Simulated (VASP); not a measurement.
A convergence study with VASP on Ba (space group Im-3m): a few settings are varied, all else stays as given below, so the limit is that of these other settings.

```
Ba
1.0
   -2.49745     2.49745     2.49745
    2.49745    -2.49745     2.49745
    2.49745     2.49745    -2.49745
Ba
1
Cartesian
  0.00000   0.00000   0.00000
```

Calculation: PBE GGA, VASP's PBE PAW potentials (set 64) (plane waves; VASP 6.6.1). The last row used: 300 eV cut-off, 15×15×15 Γ-centred mesh, Gaussian smearing of 0.010 eV, potentials Ba_sv.

```csv
setting,E (eV/atom),pressure (GPa),irreducible k-points
SIGMA = 1.0,___,___,120
SIGMA = 0.5,-1.8954,0.31,120
SIGMA = 0.2,___,___,120
SIGMA = 0.1,-1.9078,0.17,120
SIGMA = 0.05,-1.9080,0.16,120
SIGMA = 0.01,-1.9081,0.15,120
```

Problem. Complete the blanks.

Solution. 
- SIGMA = 0.2, E (eV/atom): -1.9073
- SIGMA = 0.2, pressure (GPa): 0.18
- SIGMA = 1.0, E (eV/atom): -1.8897
- SIGMA = 1.0, pressure (GPa): 0.69

Left out are rungs that failed or repeat a setting and relaxations that didn't move; long series are thinned to 24 rows.

The structure is a typed Ba crystal (space group no. 229). The cell was not relaxed at this level.
